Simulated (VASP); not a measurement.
**Zr on the Cu site in a supercell of Cu**

Aim: the formation energy and local structure of Zr on the Cu site in Cu.

Method: PBEsol; plane waves and PAW (Cu), in the first sound run; inputs show where later runs differ, in VASP 6.6.1.

This is a report of a sequence of runs, with most program output left out.

## Step 1: The host crystal

The structure is cubic, space group Fm-3m (No. 225). Conventional cell: a = 3.610 Å, b = 3.610 Å, c = 3.610 Å, α = 90.00°, β = 90.00°, γ = 90.00°. Cu has 12 Cu at 2.55 Å nearest.

As a file:

```cif
data_structure
_symmetry_space_group_name_H-M 'P 1'
_symmetry_Int_Tables_number 1
_cell_length_a 2.5527
_cell_length_b 2.5527
_cell_length_c 2.5527
_cell_angle_alpha 60.000
_cell_angle_beta 60.000
_cell_angle_gamma 60.000
_cell_volume 11.76
loop_
_atom_site_label
_atom_site_type_symbol
_atom_site_fract_x
_atom_site_fract_y
_atom_site_fract_z
_atom_site_occupancy
Cu1 Cu 0.00000 0.00000 0.00000 1
```

## Step 2: The host at zero pressure

The later steps need the crystal at this functional's own lattice; a raised cutoff keeps the stress reliable while the cell changes.

Contents of INCAR:

```
SYSTEM = Cu
PREC = Accurate
ENCUT = 390
EDIFF = 1E-06
NELM = 120
ISMEAR = 1
SIGMA = 0.15
LREAL = .FALSE.
ALGO = Normal
GGA = PS
NBANDS = 11
LASPH = .TRUE.
LORBIT = 11
LWAVE = .FALSE.
LCHARG = .FALSE.
KPAR = 4
IBRION = 2
NSW = 40
ISIF = 3
EDIFFG = -0.02
POTIM = 0.4
```

Contents of POSCAR:

```
Cu
1.0
    0.0000000000      1.8050000000      1.8050000000
    1.8050000000      0.0000000000      1.8050000000
    1.8050000000      1.8050000000      0.0000000000
Cu
1
Direct
    0.0000000000      0.0000000000      0.0000000000
```

Contents of KPOINTS:

```
Automatic mesh
0
Gamma
16 16 16
0 0 0
```

The projector-augmented-wave data sets are Cu (PBE family, release 64).

Run with:

```bash
$ mpirun -np 4 vasp_std
```

Run time: 8.2 s. Hardware: 4 MPI ranks of Intel Xeon Platinum 8259CL at 2.50GHz (Skylake/Cascade Lake), shared host; peak memory 0.45 GiB.

This run has no spin polarisation. Its electron count is odd, so without a moment it is a metal by construction. The PAW data sets were made with PBE, which is usual practice but a small mismatch for other functionals. The run keeps the 48 symmetry operations of its start, so it cannot find a distortion of lower symmetry.

Relaxation path:

| step | energy less that of the first step (eV) | largest force (eV/Å) | pressure (GPa) | volume (Å³) |
| --- | --- | --- | --- | --- |
| 1 | 0.0000 | 0.0000 | -5.79 | 11.76 |
| 2 | -0.0078 | 0.0000 | 1.88 | 11.19 |
| 3 | -0.0085 | 0.0000 | 0.00 | 11.31 |

| conventional cell, symmetrised | before | after | change |
| --- | --- | --- | --- |
| a (Å) | 3.610 | 3.564 | -1.3 % |
| b (Å) | 3.610 | 3.564 | -1.3 % |
| c (Å) | 3.610 | 3.564 | -1.3 % |
| volume (Å³/atom) | 11.76 | 11.31 | -3.8 % |

Final coordinates:

```xyz
1
Lattice="0.0000 1.7818 1.7818 1.7818 0.0000 1.7818 1.7818 1.7818 0.0000" Properties=species:S:1:pos:R:3 pbc="T T T"
Cu    0.0000    0.0000    0.0000
```

This step gave:

| Quantity | Value |
| --- | --- |
| electronic cycles | 26 |
| electrons | 11 |
| free energy (TOTEN) | -4.312 eV |
| Fermi energy | 7.901 eV |
| labelled metallic, from the levels on this mesh | yes |

The run ended after 3 ionic steps, 0.008 eV below its first step, once forces and stress met EDIFFG = -0.02.

## Step 3: The supercell without the defect

System of this step: Cu. It takes space group Fm-3m (No. 225, cubic). Conventional cell: a = 3.564 Å, b = 3.564 Å, c = 3.564 Å, α = 90.00°, β = 90.00°, γ = 90.00°. Nearest to Cu lie 12 Cu at 2.52 Å.

The same cell, mesh and cutoff without the defect give the energy to subtract and, in a gapped host, the band edges to count from, so that most errors cancel.

Contents of INCAR:

```
SYSTEM = Cu
PREC = Normal
ENCUT = 300
EDIFF = 1E-05
NELM = 120
ISMEAR = 1
SIGMA = 0.2
LREAL = Auto
ALGO = Fast
GGA = PS
NBANDS = 204
LASPH = .TRUE.
LORBIT = 11
LWAVE = .FALSE.
LCHARG = .FALSE.
KPAR = 4
```

Contents of POSCAR:

```
Cu
1.0
    7.1271071780      0.0000000000      0.0000000000
    0.0000000000      7.1271071780      0.0000000000
    0.0000000000      0.0000000000      7.1271071780
Cu
32
Direct
    0.5000000000      0.0000000000      0.0000000000
    0.7500000000      0.2500000000      0.0000000000
    0.7500000000      0.0000000000      0.2500000000
    0.0000000000      0.0000000000      0.0000000000
    0.2500000000      0.2500000000      0.0000000000
    0.5000000000      0.5000000000      0.0000000000
    0.7500000000      0.7500000000      0.0000000000
    0.2500000000      0.0000000000      0.2500000000
    0.5000000000      0.2500000000      0.2500000000
    0.7500000000      0.5000000000      0.2500000000
    0.5000000000      0.0000000000      0.5000000000
    0.7500000000      0.2500000000      0.5000000000
    0.7500000000      0.0000000000      0.7500000000
    0.0000000000      0.5000000000      0.0000000000
    0.2500000000      0.7500000000      0.0000000000
    0.0000000000      0.2500000000      0.2500000000
    0.2500000000      0.5000000000      0.2500000000
    0.5000000000      0.7500000000      0.2500000000
    0.0000000000      0.0000000000      0.5000000000
    0.2500000000      0.2500000000      0.5000000000
    0.5000000000      0.5000000000      0.5000000000
    0.7500000000      0.7500000000      0.5000000000
    0.2500000000      0.0000000000      0.7500000000
    0.5000000000      0.2500000000      0.7500000000
    0.7500000000      0.5000000000      0.7500000000
    0.0000000000      0.7500000000      0.2500000000
    0.0000000000      0.5000000000      0.5000000000
    0.2500000000      0.7500000000      0.5000000000
    0.0000000000      0.2500000000      0.7500000000
    0.2500000000      0.5000000000      0.7500000000
    0.5000000000      0.7500000000      0.7500000000
    0.0000000000      0.7500000000      0.7500000000
```

Contents of KPOINTS:

```
Automatic mesh
0
Monkhorst-Pack
5 5 5
0 0 0
```

Run with:

```bash
$ mpirun -np 4 vasp_std
```

Elapsed: 88 s, on 4 MPI ranks; peak memory 1.3 GiB; 5.8 min of CPU time.

Numbers from this step:

```
electronic cycles       : 15
electrons               : 352
free energy (TOTEN)     : -137.8675 eV
energy at zero smearing : -137.8652 eV
Fermi energy            : 7.861 eV
```

At this cutoff and mesh the cell shows a pressure of -2.5 GPa, where the relaxation had removed it. It comes from the smaller basis, the coarser mesh or a moment that this cell holds.

The host is treated as a metal, as its relaxation found a gap under 0.3 eV or none, and only the neutral defect is run.

## Step 4: Reference Zr

This step: PBEsol; plane waves and PAW (Zr_sv) (VASP 6.6.1).

System of this step: Zr. It takes space group P6_3/mmc (No. 194, hexagonal). Conventional cell: a = 3.230 Å, b = 3.230 Å, c = 5.145 Å, α = 90.00°, β = 90.00°, γ = 120.00°. Nearest to Zr lie 12 Zr at 3.18 to 3.23 Å.

The reference for Zr is its crystal, relaxed at the cutoff of the large cell.

Contents of INCAR:

```
SYSTEM = Zr
PREC = Normal
ENCUT = 300
EDIFF = 1E-05
NELM = 120
ISMEAR = 1
SIGMA = 0.1
LREAL = Auto
ALGO = Fast
GGA = PS
NBANDS = 18
LASPH = .TRUE.
LORBIT = 11
LWAVE = .FALSE.
LCHARG = .FALSE.
KPAR = 4
IBRION = 2
NSW = 25
ISIF = 3
EDIFFG = -0.02
POTIM = 0.4
```

Contents of POSCAR:

```
Zr
1.0
    3.2300000000      0.0000000000      0.0000000000
   -1.6150000000      2.7972620542      0.0000000000
    0.0000000000      0.0000000000      5.1453900000
Zr
2
Direct
    0.0000000000      0.0000000000      0.0000000000
    0.3333333333      0.6666666667      0.5000000000
```

Contents of KPOINTS:

```
Automatic mesh
0
Gamma
9 9 5
0 0 0
```

Potentials, in the order of the species: Zr_sv (PBE family, release 64).

Run with:

```bash
$ mpirun -np 4 vasp_std
```

The job ended after 23 s (4 MPI ranks; peak memory 0.47 GiB; 86 s of CPU time).

The k-mesh is coarse for a metal. The run keeps the 24 symmetry operations of its start, so it cannot find a distortion of lower symmetry.

Relaxation path:

| step | energy less that of the first step (eV) | largest force (eV/Å) | pressure (GPa) | volume (Å³) |
| --- | --- | --- | --- | --- |
| 1 | 0.0000 | 0.0000 | -3.60 | 46.49 |
| 2 | -0.0164 | 0.0000 | 2.06 | 43.73 |
| 3 | -0.0220 | 0.0000 | -0.02 | 44.63 |
| 4 | -0.0220 | 0.0000 | 0.03 | 44.59 |
| 5 | -0.0219 | 0.0000 | 0.12 | 44.55 |
| 6 | -0.0226 | 0.0000 | 0.20 | 44.56 |
| 7 | -0.0228 | 0.0000 | 0.17 | 44.56 |
| 8 | -0.0228 | 0.0000 | -0.24 | 44.70 |
| 9 | -0.0229 | 0.0000 | 0.00 | 44.65 |

| conventional cell, symmetrised | before | after | change |
| --- | --- | --- | --- |
| a (Å) | 3.230 | 3.171 | -1.8 % |
| b (Å) | 3.230 | 3.171 | -1.8 % |
| c (Å) | 5.145 | 5.127 | -0.4 % |
| volume (Å³/atom) | 23.24 | 22.32 | -4.0 % |

The relaxed structure:

```xyz
2
Lattice="3.1712 0.0000 0.0000 -1.5856 2.7464 0.0000 0.0000 0.0000 5.1265" Properties=species:S:1:pos:R:3 pbc="T T T"
Zr    0.0000    0.0000    0.0000
Zr    0.0000    1.8309    2.5633
```

This step gave:

* electronic cycles: 69
* electrons: 24
* free energy (TOTEN): -18.16 eV
* energy at zero smearing: -18.16 eV
* Fermi energy: 9.357 eV

The run ended after 9 ionic steps, 0.023 eV below its first step, once forces and stress met EDIFFG = -0.02.

Energy at zero smearing: -18.15583 eV.

## Step 5: The defect cell

This step: PBEsol; plane waves and PAW (Zr_sv, Cu) (VASP 6.6.1).

System of this step: ZrCu31. The cell holds 32 atoms: 1 Zr and 31 Cu. Its edges and angles: a = 7.127 Å, b = 7.127 Å, c = 7.127 Å, α = 90.0°, β = 90.0°, γ = 90.0°. It derives from Cu. Nearest the centre at fractional (0.500, 0.000, 0.000): Zr1 at 0.00 Å, Cu2 at 2.52 Å, Cu3 at 2.52 Å, Cu5 at 2.52 Å, Cu8 at 2.52 Å, Cu7 at 2.52 Å, Cu13 at 2.52 Å, Cu9 at 2.52 Å.

The host is treated as a metal, since its gap is under 0.3 eV or closed. The run keeps 48 symmetry operations, which cuts the number of k-points but bars distortions that break them. The atoms relax at the host's fixed cell.

Contents of INCAR:

```
SYSTEM = ZrCu31
PREC = Normal
ENCUT = 300
EDIFF = 1E-05
NELM = 120
ISMEAR = 1
SIGMA = 0.2
LREAL = Auto
ALGO = Fast
GGA = PS
NBANDS = 204
LASPH = .TRUE.
LORBIT = 11
LWAVE = .FALSE.
LCHARG = .TRUE.
KPAR = 4
IBRION = 2
NSW = 50
ISIF = 2
EDIFFG = -0.03
POTIM = 0.4
MAXMIX = 40
ISYM = 2
```

Contents of POSCAR:

```
ZrCu31
1.0
    7.1271071780      0.0000000000      0.0000000000
    0.0000000000      7.1271071780      0.0000000000
    0.0000000000      0.0000000000      7.1271071780
Zr Cu
1 31
Direct
    0.5000000000      0.0000000000      0.0000000000
    0.7500000000      0.2500000000      0.0000000000
    0.7500000000      0.0000000000      0.2500000000
    0.0000000000      0.0000000000      0.0000000000
    0.2500000000      0.2500000000      0.0000000000
    0.5000000000      0.5000000000      0.0000000000
    0.7500000000      0.7500000000      0.0000000000
    0.2500000000      0.0000000000      0.2500000000
    0.5000000000      0.2500000000      0.2500000000
    0.7500000000      0.5000000000      0.2500000000
    0.5000000000      0.0000000000      0.5000000000
    0.7500000000      0.2500000000      0.5000000000
    0.7500000000      0.0000000000      0.7500000000
    0.0000000000      0.5000000000      0.0000000000
    0.2500000000      0.7500000000      0.0000000000
    0.0000000000      0.2500000000      0.2500000000
    0.2500000000      0.5000000000      0.2500000000
    0.5000000000      0.7500000000      0.2500000000
    0.0000000000      0.0000000000      0.5000000000
    0.2500000000      0.2500000000      0.5000000000
    0.5000000000      0.5000000000      0.5000000000
    0.7500000000      0.7500000000      0.5000000000
    0.2500000000      0.0000000000      0.7500000000
    0.5000000000      0.2500000000      0.7500000000
    0.7500000000      0.5000000000      0.7500000000
    0.0000000000      0.7500000000      0.2500000000
    0.0000000000      0.5000000000      0.5000000000
    0.2500000000      0.7500000000      0.5000000000
    0.0000000000      0.2500000000      0.7500000000
    0.2500000000      0.5000000000      0.7500000000
    0.5000000000      0.7500000000      0.7500000000
    0.0000000000      0.7500000000      0.7500000000
```

Contents of KPOINTS:

```
Automatic mesh
0
Monkhorst-Pack
5 5 5
0 0 0
```

The projector-augmented-wave data sets are Zr_sv and Cu (PBE family, release 64).

Run with:

```bash
$ mpirun -np 4 vasp_std
```

It took 6.7 min on 4 MPI ranks; peak memory 1.4 GiB.

Step by step:

| step | energy less that of the first step (eV) | largest force (eV/Å) |
| --- | --- | --- |
| 1 | 0.0000 | 0.9861 |
| 2 | -0.3397 | 0.4855 |
| 3 | -0.4566 | 0.1583 |
| 4 | -0.4568 | 0.1603 |
| 5 | -0.4678 | 0.0818 |
| 6 | -0.4715 | 0.0029 |

The atoms that moved most (Å):

| atom | dx | dy | dz | length |
| --- | --- | --- | --- | --- |
| Cu2 | 0.056 | 0.056 | 0.000 | 0.079 |
| Cu3 | 0.056 | 0.000 | 0.056 | 0.079 |
| Cu7 | 0.056 | -0.056 | 0.000 | 0.079 |
| Cu9 | 0.000 | 0.056 | 0.056 | 0.079 |
| Cu13 | 0.056 | 0.000 | -0.056 | 0.079 |
| Cu31 | 0.000 | -0.056 | -0.056 | 0.079 |
| Cu24 | 0.000 | 0.056 | -0.056 | 0.079 |
| Cu18 | 0.000 | -0.056 | 0.056 | 0.079 |

Final coordinates:

```xyz
32
Lattice="7.1271 0.0000 0.0000 0.0000 7.1271 0.0000 0.0000 0.0000 7.1271" Properties=species:S:1:pos:R:3 pbc="T T T"
Zr    3.5636    0.0000    0.0000
Cu    5.4013    1.8378    0.0000
Cu    5.4013    0.0000    1.8378
Cu    0.0000    0.0000    0.0000
Cu    1.7258    1.8378    0.0000
Cu    3.5636    3.5636    0.0000
Cu    5.4013    5.2893    0.0000
Cu    1.7258    0.0000    1.8378
Cu    3.5636    1.8378    1.8378
Cu    5.3602    3.5636    1.7966
Cu    3.5636    0.0000    3.5636
Cu    5.3602    1.7966    3.5636
Cu    5.4013    0.0000    5.2893
Cu    0.0000    3.5636    0.0000
Cu    1.7258    5.2893    0.0000
Cu    0.0000    1.7966    1.7966
Cu    1.7669    3.5636    1.7966
Cu    3.5636    5.2893    1.8378
Cu    0.0000    0.0000    3.5636
Cu    1.7669    1.7966    3.5636
Cu    3.5636    3.5636    3.5636
Cu    5.3602    5.3305    3.5636
Cu    1.7258    0.0000    5.2893
Cu    3.5636    1.8378    5.2893
Cu    5.3602    3.5636    5.3305
Cu    0.0000    5.3305    1.7966
Cu    0.0000    3.5636    3.5636
Cu    1.7669    5.3305    3.5636
Cu    0.0000    1.7966    5.3305
Cu    1.7669    3.5636    5.3305
Cu    3.5636    5.2893    5.2893
Cu    0.0000    5.3305    5.3305
```

Numbers from this step:

```
electronic cycles       : 65
electrons               : 353
free energy (TOTEN)     : -142.0855 eV
energy at zero smearing : -142.0898 eV
Fermi energy            : 8.461 eV
```

Valence density in the ac plane at fractional y = 0.000, through the centre, with atoms of Zr and Cu within 0.45 Å of it. It is the smooth field of the valence electrons, not physical close to the nuclei.

Ten even steps from '_' (0 e/Å³) to '@' (16 e/Å³), each cell a mean:
```
**::____________..::--::____________..==
..________________....________________..
________________________________________
________::--..______________..--..______
______::##%%--____________..++@@==______
______..**##::______________==%%==______
________..::________________..::..______
________________________________________
==..______________::==..______________::
@@==____________..**@@==____________..**
**::____________..==**::____________..==
..________________....________________..
________________________________________
______..====..______________--++::______
______::%%@@--____________..**@@++______
______..==++..______________--**--______
__________..__________________..________
________________________________________
==..______________::::..______________::
@@==____________..----::____________..**
```
Columns run along a (7.1 Å), rows up along c (7.1 Å). Atoms in or near the plane, at fractional coordinates: Zr at (0.50, 0.00), Cu at (0.76, 0.26), Cu at (0.00, 0.00), Cu at (0.24, 0.26), Cu at (0.50, 0.50), Cu at (0.76, 0.74), Cu at (0.00, 0.50), Cu at (0.24, 0.74).

The run ended after 6 ionic steps, 0.471 eV below its first step, once the forces on the free atoms met EDIFFG = -0.03.

The 12 first neighbours (Cu) lie 2.52 Å from the site in the perfect crystal and 2.60 Å on average from the atom on it after the relaxation (+3.1 %).

## Step 6: Formation energies

This step: point defect, PBEsol; plane waves and PAW (VASP 6.6.1).

No new run; the numbers come from the runs before.

This step gave:

* formation energy of the neutral defect: 0.5450 eV

Formation energy:

| formation energy (eV) | largest move (Å) |
| --- | --- |
| 0.545 | 0.07921 |

E_f is E(defect cell) less E(perfect cell), corrected for the atoms exchanged with their references.

References, in eV an atom: Zr -9.078 (crystal P6_3/mmc) and Cu -4.308 (the host). They were run at the supercell's cutoff and functional, without U, and count both elements from their own phases.

## Step 7: Results

```json
{
 "formation energy at charge 0": "0.545 eV"
}
```

What this shows: Zr on the Cu site costs 0.54 eV, with every exchanged atom at the energy of its element. The 12 first neighbours (Cu) lie 2.52 Å from the site in the perfect crystal and 2.60 Å on average from the atom on it after the relaxation (+3.1 %). With metallic smearing the value can move by tenths of an eV with the k mesh. The supercell of 32 atoms is small, so interactions between images remain.

[Lines on the potential files, build, host, timing and source positions are cut from VASP's logs without a mark.]

[Logs are printed without paths, hosts, clocks, repeated set-up lines and the standing remarks that a program may print on its own settings, such as how far it seeks lower states.]

[Hosts, paths, dates, database ids (printed as entryN), source tags and the programs' standing remarks are cut or masked in the printed files.]

[In band tables of VASP the shares of atoms and orbitals are scaled to a sum of 1 inside the atoms' spheres.]

[Runs that stopped without an error message from VASP are left out.]
